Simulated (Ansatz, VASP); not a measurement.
# Cross-check of P between VASP and Ansatz, part 2 of 2

Aim: how closely do two programs agree when they are given the same cell, functional and k mesh? The cell is taken from a series of runs on this material, whose earlier steps may have relaxed, scaled, displaced or heated it; both programs get it as it stands.

VASP 6.6.1 and Ansatz 0.2.0.

So far: Starting point; Ansatz: zone-centre phonons, PBE with D3(BJ).

## 3. VASP: zone-centre phonons, PBE with D3(BJ)

Level of this step: PBE with D3(BJ); plane waves and PAW (P) (VASP).

The same cell, functional, mesh and smearing now go to VASP, with its own data sets.

Lines of VASP's logs that name or quote its potential files are left out, and so is its time.

The input, INCAR:

```
SYSTEM = P
PREC = Accurate
ENCUT = 500
EDIFF = 1E-08
NELM = 120
ISMEAR = 1
SIGMA = 0.2
LREAL = .FALSE.
ALGO = Normal
GGA = PE
IVDW = 12
NBANDS = 16
LORBIT = 11
LWAVE = .FALSE.
LCHARG = .FALSE.
ISIF = 2
IBRION = 6
NFREE = 2
POTIM = 0.015
NSW = 1
LASPH = .TRUE.
GGA_COMPAT = .FALSE.
KPAR = 2
```

The input, POSCAR:

```
P
1.0
    1.6611789408     -5.0982899014      0.0000000000
    1.6611789408      5.0982899014      0.0000000000
    0.0000000000      0.0000000000      4.1666815541
P
4
Direct
    0.8936359544      0.1063640456      0.0719509601
    0.6063640456      0.3936359544      0.5719509601
    0.1063640456      0.8936359544      0.9280490399
    0.3936359544      0.6063640456      0.4280490399
```

The input, KPOINTS:

```
Automatic mesh
0
Gamma
16 16 12
0 0 0
```

Potentials, in the order of the species: P (PBE family, release 64).

Run with:

```bash
mpirun -np 2 vasp_std
```

Numbers of over 12 decimals in the logs are rounded to 6 here.

Log:

```text
[banner, memory and clock lines left out]
running    2 mpi-ranks, on    1 nodes
 distrk:  each k-point on    1 cores,    2 groups
 distr:  one band on    1 cores,    1 groups

 POSCAR found type information on POSCAR P
 POSCAR found :  1 types and       4 ions
 LDA part: xc-table for (Slater+PW92), standard interpolation
 POSCAR, INCAR and KPOINTS ok, starting setup
 FFT: planning ... GRIDC
 FFT: planning ... GRID_SOFT
 FFT: planning ... GRID
 WAVECAR not read
 entering main loop
       N       E                     dE             d eps       ncg     rms          rms(c)
DAV:   1     0.563110442114E+02    0.56311E+02   -0.83283E+03 16352   0.104E+03
DAV:   2    -0.183881572790E+02   -0.74699E+02   -0.72140E+02 22216   0.158E+02
DAV:   3    -0.214825784826E+02   -0.30944E+01   -0.30805E+01 22264   0.346E+01
DAV:   4    -0.215122802370E+02   -0.29702E-01   -0.29691E-01 20400   0.407E+00
DAV:   5    -0.215127926601E+02   -0.51242E-03   -0.51239E-03 22536   0.492E-01    0.104E+01
DAV:   6    -0.214163934325E+02    0.96399E-01   -0.56378E-02 19512   0.138E+00    0.611E+00
DAV:   7    -0.213765059120E+02    0.39888E-01   -0.95401E-02 21232   0.183E+00    0.291E-01
DAV:   8    -0.213762960942E+02    0.20982E-03   -0.10103E-02 19208   0.641E-01    0.148E-01
DAV:   9    -0.213763497822E+02   -0.53688E-04   -0.49353E-04 22536   0.143E-01    0.723E-02
DAV:  10    -0.213763614547E+02   -0.11672E-04   -0.60328E-05 20464   0.454E-02    0.298E-02
DAV:  11    -0.213763691594E+02   -0.77047E-05   -0.11535E-05 20288   0.257E-02    0.880E-03
DAV:  12    -0.213763696042E+02   -0.44482E-06   -0.57369E-07 20800   0.517E-03    0.259E-03
DAV:  13    -0.213763695577E+02    0.46565E-07   -0.10961E-07 20160   0.226E-03    0.889E-04
DAV:  14    -0.213763695769E+02   -0.19209E-07   -0.11546E-08 12952   0.679E-04    0.395E-04
DAV:  15    -0.213763695866E+02   -0.97486E-08   -0.22689E-09 10280   0.351E-04
   1 F= -.22967602E+02 E0= -.22967986E+02  d E =0.115413E-02
[...]
2 F= -.22966382E+02 E0= -.22966768E+02  d E =0.115839E-02
[...]
3 F= -.22966382E+02 E0= -.22966768E+02  d E =0.115839E-02
[...]
4 F= -.22965957E+02 E0= -.22966352E+02  d E =0.118448E-02
[...]
5 F= -.22967264E+02 E0= -.22967643E+02  d E =0.113926E-02
[...]
6 F= -.22966816E+02 E0= -.22967181E+02  d E =0.109329E-02
 Finite differences progress:
  Degree of freedom:   3/  3
  Displacement:        1/  2
  Total:               5/  6
 bond charge predicted
       N       E                     dE             d eps       ncg     rms          rms(c)
DAV:   1    -0.213727520270E+02    0.28464E-02   -0.35237E-01 27096   0.324E+00    0.350E-01
DAV:   2    -0.213743053428E+02   -0.15533E-02   -0.17716E-02 37784   0.842E-01    0.928E-02
DAV:   3    -0.213742605643E+02    0.44779E-04   -0.28867E-04 31640   0.117E-01    0.549E-02
DAV:   4    -0.213742551482E+02    0.54161E-05   -0.63830E-05 36496   0.478E-02    0.285E-02
DAV:   5    -0.213742556353E+02   -0.48710E-06   -0.62793E-06 33368   0.159E-02    0.142E-02
DAV:   6    -0.213742555103E+02    0.12501E-06   -0.99510E-07 34784   0.593E-03    0.371E-03
DAV:   7    -0.213742555742E+02   -0.63901E-07   -0.21184E-07 35456   0.257E-03    0.764E-04
DAV:   8    -0.213742555919E+02   -0.17672E-07   -0.98047E-09 18336   0.649E-04    0.341E-04
DAV:   9    -0.213742556024E+02   -0.10544E-07   -0.21536E-09 16024   0.308E-04    0.117E-04
DAV:  10    -0.213742556044E+02   -0.19916E-08   -0.40618E-10 15376   0.156E-04
   7 F= -.22965495E+02 E0= -.22965905E+02  d E =0.122938E-02
 Finite differences progress:
  Degree of freedom:   3/  3
  Displacement:        2/  2
  Total:               6/  6
```

From OUTCAR (step 3):

```text
ion  position               nearest neighbor table
   1  0.894  0.106  0.072-   4 2.23   4 2.23   3 2.25
   2  0.606  0.394  0.572-   3 2.23   3 2.23   4 2.25
   3  0.106  0.894  0.928-   2 2.23   2 2.23   1 2.25
   4  0.394  0.606  0.428-   1 2.23   1 2.23   2 2.25

  LATTYP: Found a base centered orthorhombic cell.
 ALAT       =     3.3223578816
 B/A-ratio  =     3.0690793004
 C/A-ratio  =     1.2541338720

 Subroutine GETGRP returns: Found  8 space group operations
 (whereof  4 operations were pure point group operations)

The static configuration has the point symmetry C_2h.
 The point group associated with its full space group is D_2h.

 Found    511 irreducible k-points:

   k-points           NKPTS =    511   k-points in BZ     NKDIM =    511   number of bands    NBANDS=     16

   dimension x,y,z NGX =    40 NGY =   40 NGZ =   30
   dimension x,y,z NGXF=    80 NGYF=   80 NGZF=   60

   ENCUT  =  500.0 eV  36.75 Ry    6.06 a.u.   9.78  9.78  7.60*2*pi/ulx,y,z

   NELECT =      20.0000    total number of electrons

 k-points in reciprocal lattice and weights: Automatic mesh
   0.00000000  0.00000000  0.00000000       0.000
   0.06250000  0.00000000  0.00000000       0.001
   0.12500000  0.00000000  0.00000000       0.001
   0.18750000 -0.00000000  0.00000000       0.001
   0.25000000  0.00000000  0.00000000       0.001
   0.31250000  0.00000000  0.00000000       0.001
   0.37500000 -0.00000000  0.00000000       0.001
   0.43750000 -0.00000000  0.00000000       0.001
   0.50000000  0.00000000  0.00000000       0.001
[...]
15      12.5387      0.00000
    ...

 k-point     3 :       0.1250    0.0000    0.0000
  band No.  band energies     occupation
    ...
      6       2.4542      2.00000
      7       2.6397      2.00000
      8       4.5847      2.00000
      9       4.6075      2.00000
     10       6.2285      2.00000
     11       8.6735     -0.00000
     12       9.9028     -0.00000
     13       9.9502     -0.00000
     14      10.5816     -0.00000
     15      11.8584      0.00000
    ...

 k-point     4 :       0.1875   -0.0000    0.0000
  band No.  band energies     occupation
    ...
      6       2.1905      2.00000
      7       2.6753      2.00000
      8       4.5404      2.00000
      9       4.6967      2.00000
     10       6.3083      2.00000
     11       8.8046     -0.00000
     12       9.3127     -0.00000
     13      10.5797     -0.00000
     14      11.0530     -0.00000
     15      11.1117     -0.00000
    ...

 k-point     5 :       0.2500    0.0000    0.0000
  band No.  band energies     occupation
    ...
      6       1.9476      2.00000
      7       2.9671      2.00000
      8       4.5541      2.00000
      9       4.7923      2.00000
     10       6.2326      2.00000
     11       8.3362     -0.00000
     12       9.3783     -0.00000
     13       9.7907     -0.00000
     14      10.3703     -0.00000
     15      11.0026     -0.00000
    ...

 Edisp (eV)   -1.59124

  Total      -0.22121    -0.14515    -0.34903     0.00000     0.08086     0.00000
  in kB      -5.02177    -3.29498    -7.92348     0.00000     1.83554     0.00000
  external pressure =       -5.41 kB  Pullay stress =        0.00 kB

  energy-cutoff  :      500.00
  volume of cell :       70.58
      direct lattice vectors                 reciprocal lattice vectors
     1.661178941 -5.098289901  0.000000000     0.300991054 -0.098072101  0.000000000
     1.661178941  5.098289901  0.000000000     0.300991054  0.098072101  0.000000000
     0.000000000  0.000000000  4.166681554     0.000000000  0.000000000  0.239999142

 POSITION                                       TOTAL-FORCE (eV/Angst)
 -----------------------------------------------------------------------------------
      1.66118     -4.01374      0.28480         0.000000     -0.038800      0.234813
      1.66118     -1.08455      2.38314         0.000000      0.031816      0.014963
      1.66118      4.01374      3.86688         0.000000      0.039044     -0.055887
      1.66118      1.08455      1.78354         0.000000     -0.032060     -0.193889
 -----------------------------------------------------------------------------------
    total drift:                                0.000000      0.000013      0.000014

  FREE ENERGIE OF THE ION-ELECTRON SYSTEM (eV)
  ---------------------------------------------------
  free  energy   TOTEN  =       -22.9654948298 eV

  energy  without entropy=      -22.9667242082  energy(sigma->0) =      -22.96590462

 Eigenvectors and eigenvalues of the dynamical matrix
 ----------------------------------------------------

   1 f  =   13.814528 THz    86.799241 2PiTHz  460.803061 cm-1    57.132272 meV
             X         Y         Z           dx          dy          dz
      1.661179 -4.013740  0.299797     0.000000    0.000002   -0.500000
      1.661179 -1.084549  2.383138     0.000000    0.000002    0.500000
      1.661179  4.013740  3.866885    -0.000000    0.000002   -0.500000
      1.661179  1.084549  1.783544    -0.000000    0.000002    0.500000

   2 f  =   13.361955 THz    83.955641 2PiTHz  445.706854 cm-1    55.260582 meV
             X         Y         Z           dx          dy          dz
      1.661179 -4.013740  0.299797    -0.000000    0.168198    0.470860
      1.661179 -1.084549  2.383138     0.000000   -0.168198    0.470860
      1.661179  4.013740  3.866885    -0.000000   -0.168198   -0.470860
      1.661179  1.084549  1.783544     0.000000    0.168198   -0.470860

   3 f  =   12.588494 THz    79.095839 2PiTHz  419.906952 cm-1    52.061803 meV
             X         Y         Z           dx          dy          dz
      1.661179 -4.013740  0.299797    -0.500000    0.000000   -0.000000
      1.661179 -1.084549  2.383138    -0.500000   -0.000000   -0.000000
      1.661179  4.013740  3.866885     0.500000   -0.000000   -0.000000
      1.661179  1.084549  1.783544     0.500000    0.000000    0.000000

   4 f  =   12.403703 THz    77.934764 2PiTHz  413.742993 cm-1    51.297570 meV
             X         Y         Z           dx          dy          dz
      1.661179 -4.013740  0.299797    -0.500000   -0.000000   -0.000000
      1.661179 -1.084549  2.383138     0.500000   -0.000000   -0.000000
      1.661179  4.013740  3.866885    -0.500000   -0.000000   -0.000000
      1.661179  1.084549  1.783544     0.500000    0.000000    0.000000

   5 f  =   12.063562 THz    75.797598 2PiTHz  402.397125 cm-1    49.890863 meV
             X         Y         Z           dx          dy          dz
      1.661179 -4.013740  0.299797     0.000000   -0.498698    0.036058
      1.661179 -1.084549  2.383138    -0.000000   -0.498698   -0.036058
      1.661179  4.013740  3.866885     0.000000    0.498698   -0.036058
      1.661179  1.084549  1.783544    -0.000000    0.498698    0.036058

   6 f  =   10.900720 THz    68.491247 2PiTHz  363.608896 cm-1    45.081737 meV
             X         Y         Z           dx          dy          dz
      1.661179 -4.013740  0.299797     0.000000    0.470860   -0.168198
      1.661179 -1.084549  2.383138    -0.000000   -0.470860   -0.168198
      1.661179  4.013740  3.866885    -0.000000   -0.470860    0.168198
      1.661179  1.084549  1.783544    -0.000000    0.470860    0.168198

   7 f  =    6.524604 THz    40.995293 2PiTHz  217.637348 cm-1    26.983580 meV
             X         Y         Z           dx          dy          dz
      1.661179 -4.013740  0.299797     0.000000    0.036058    0.498698
      1.661179 -1.084549  2.383138    -0.000000    0.036058   -0.498698
      1.661179  4.013740  3.866885    -0.000000   -0.036058   -0.498698
      1.661179  1.084549  1.783544     0.000000   -0.036058    0.498698

   8 f  =    5.468158 THz    34.357448 2PiTHz  182.398105 cm-1    22.614473 meV
             X         Y         Z           dx          dy          dz
      1.661179 -4.013740  0.299797     0.500000    0.000000   -0.000000
      1.661179 -1.084549  2.383138    -0.500000    0.000000   -0.000000
      1.661179  4.013740  3.866885    -0.500000    0.000000   -0.000000
      1.661179  1.084549  1.783544     0.500000    0.000000   -0.000000

   9 f  =    2.745103 THz    17.247988 2PiTHz   91.566763 cm-1    11.352827 meV
             X         Y         Z           dx          dy          dz
      1.661179 -4.013740  0.299797     0.000000    0.500000    0.000246
      1.661179 -1.084549  2.383138     0.000000   -0.500000    0.000246
      1.661179  4.013740  3.866885     0.000000    0.500000    0.000246
      1.661179  1.084549  1.783544     0.000000   -0.500000    0.000246

  10 f/i=    0.000000 THz     0.000001 2PiTHz    0.000006 cm-1     0.000001 meV
             X         Y         Z           dx          dy          dz
      1.661179 -4.013740  0.299797     0.500000   -0.000001   -0.000000
      1.661179 -1.084549  2.383138     0.500000   -0.000001   -0.000000
      1.661179  4.013740  3.866885     0.500000   -0.000001   -0.000000
      1.661179  1.084549  1.783544     0.500000   -0.000001   -0.000000

  11 f/i=    0.000055 THz     0.000347 2PiTHz    0.001844 cm-1     0.000229 meV
             X         Y         Z           dx          dy          dz
      1.661179 -4.013740  0.299797    -0.000001   -0.500000   -0.000002
      1.661179 -1.084549  2.383138    -0.000001   -0.500000    0.000002
      1.661179  4.013740  3.866885    -0.000001   -0.500000   -0.000002
      1.661179  1.084549  1.783544    -0.000001   -0.500000    0.000002

  12 f/i=    0.001352 THz     0.008498 2PiTHz    0.045113 cm-1     0.005593 meV
             X         Y         Z           dx          dy          dz
      1.661179 -4.013740  0.299797    -0.000000    0.000246   -0.500000
      1.661179 -1.084549  2.383138    -0.000000   -0.000246   -0.500000
      1.661179  4.013740  3.866885    -0.000000    0.000246   -0.500000
      1.661179  1.084549  1.783544    -0.000000   -0.000246   -0.500000

 ELASTIC MODULI CONTR FROM IONIC RELAXATION (kBar)
 Direction    XX          YY          ZZ          XY          YZ          ZX
 --------------------------------------------------------------------------------
 XX        -109.9199   -185.9086   -296.9396      0.0000      0.0000      0.0000
 YY        -185.9086  -1250.1499   -231.5574      0.0000     -0.0000      0.0000
 ZZ        -296.9396   -231.5574   -880.4468      0.0000      0.0000      0.0000
 XY           0.0000      0.0000      0.0000   -407.4274      0.0000      0.0000
 YZ           0.0000     -0.0000     -0.0000      0.0000   -484.2834      0.0000
 ZX           0.0000      0.0000      0.0000      0.0000      0.0000   -548.1713
 --------------------------------------------------------------------------------

 total charge
# of ion       s       p       d       tot
------------------------------------------
    1        1.087   1.371   0.000   2.458
    2        1.087   1.371   0.000   2.458
    3        1.087   1.371   0.000   2.458
    4        1.087   1.371   0.000   2.458
--------------------------------------------------
tot          4.346   5.484   0.000   9.830

[... 1 further part left out ...]
```

CONTCAR:

```
P
   1.00000000000000
     1.6611789407999999   -5.0982899014000003    0.0000000000000000
     1.6611789407999999    5.0982899014000003    0.0000000000000000
     0.0000000000000000    0.0000000000000000    4.1666815541000002
  P
     4
Direct
     0.8936359543999969    0.1063640456000030    0.0683509729626934
     0.6063640456000030    0.3936359543999970    0.5719509600999970
     0.1063640456000030    0.8936359543999970    0.9280490399000030
     0.3936359543999970    0.6063640456000030    0.4280490399000030
```

Levels, forces or a CONTCAR printed for this step are those of its last displaced cell, not of the structure at rest.

## 4. Differences

Known differences besides the potentials themselves: the cutoff is 420 eV in Ansatz and 500 eV in VASP; Ansatz takes the dispersion share of the force constants at frozen C6 weights, VASP differentiates the full forces; VASP uses finite displacements, Ansatz perturbation theory. Total energies have different zeros and are not compared.

The two programs side by side:

```csv
quantity,Ansatz,VASP,difference
optical mode 1 (cm⁻¹),89.1,91.6,-2.67 %
optical mode 2 (cm⁻¹),181.0,182.4,-0.78 %
optical mode 3 (cm⁻¹),217.1,217.6,-0.23 %
optical mode 4 (cm⁻¹),365.0,363.6,+0.38 %
optical mode 5 (cm⁻¹),402.4,402.4,-0.01 %
optical mode 6 (cm⁻¹),415.7,413.7,+0.47 %
optical mode 7 (cm⁻¹),421.5,419.9,+0.37 %
optical mode 8 (cm⁻¹),447.7,445.7,+0.45 %
optical mode 9 (cm⁻¹),462.0,460.8,+0.26 %
```

Modes are paired by rising frequency, not by their patterns, so a pair may set unlike modes beside each other; they are those without the splitting of longitudinal modes.

## 5. Results

```yaml
r_m_s_difference_of_the_optical_zone_centre_modes_each_program_s_sorted_by_frequency_zone_centre_phonons_pbe_with_d3_bj: 1.6 cm⁻¹
difference_in_optical_mode_1_zone_centre_phonons_pbe_with_d3_bj: -2.7 %
```

In words: The r.m.s. difference of the optical zone-centre modes, each program's sorted by frequency is 1.6 cm⁻¹ (zone-centre phonons, PBE with D3(BJ)). Among the rows given in per cent, the largest difference of the zone-centre phonons, PBE with D3(BJ) pair is in optical mode 1, -2.7 %. How closely two codes agree says nothing of how well the functional describes the real material.

[Lines on the potential files, build, host, timing and source positions are cut from VASP's logs without a mark.]

[Logs are printed without paths, hosts, clocks, repeated set-up lines and the standing remarks that a program may print on its own settings, such as how far it seeks lower states.]

[Hosts, paths, dates, database ids (printed as entryN), source tags and the programs' standing remarks are cut or masked in the printed files.]
